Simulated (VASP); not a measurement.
The system is CsLi2.

```
Cs Li
1.0
     3.96633    0.00000    0.00000
    -1.98317    3.43495    0.00000
     0.00000    0.00000   10.02838
Cs Li
1 2
Cartesian
  0.0000 0.0000 0.0000
  0.0000 2.2900 3.4962
  0.0000 2.2900 6.5322
```

The cell was built by a generator and needn't be a form met in nature.

* Program: VASP 6.6.1
* Task: relaxation of cell and atoms
* Functional: RPBE
* Potentials or basis: VASP PAW PBE potentials, release 64 (Cs_sv, Li_sv)
* Cutoff: 600 eV
* k mesh: 8 × 8 × 3
* Occupations: fermi-dirac, width 0.05 eV
* Spin: no spin polarisation

At the start: pressure 0.3 GPa; volume 45.54 Å³/atom.

How do energy, volume and symmetry change on relaxing?

Over 5 steps the energy falls by 5.9 meV/atom and the volume is 50.44 Å³/atom (+10.7 %); space group P-6m2 (No. 187, to 0.05 Å).

The path:
```csv
step,energy change (eV),largest force (eV/Å),pressure (GPa),volume (Å³)
1,0.0000,0.0275,0.34,136.63
2,-0.0047,0.0242,0.29,138.56
3,-0.0142,0.0156,0.14,144.47
4,-0.0156,0.0004,-0.11,156.72
5,-0.0177,0.0066,0.00,151.31
```

Final structure:
```yaml
crystal:
  lattice:
    - [4.14840, -0.00002, 0.00000]
    - [-2.07422, 3.59262, 0.00000]
    - [0.00000, 0.00000, 10.15276]
  atoms:
    - { symbol: Cs, position: [0.00000, 0.00000, 0.00000] }
    - { symbol: Li, position: [0.33333, 0.66667, 0.34961] }
    - { symbol: Li, position: [0.33333, 0.66667, 0.65039] }
```

Caveat: the cutoff is under 1.25 times the usual one of these potentials, so pressure, stress and relaxed cells hold a basis-set (Pulay) error; the PAW data sets were made with another functional, which shifts forces and pressure a little.
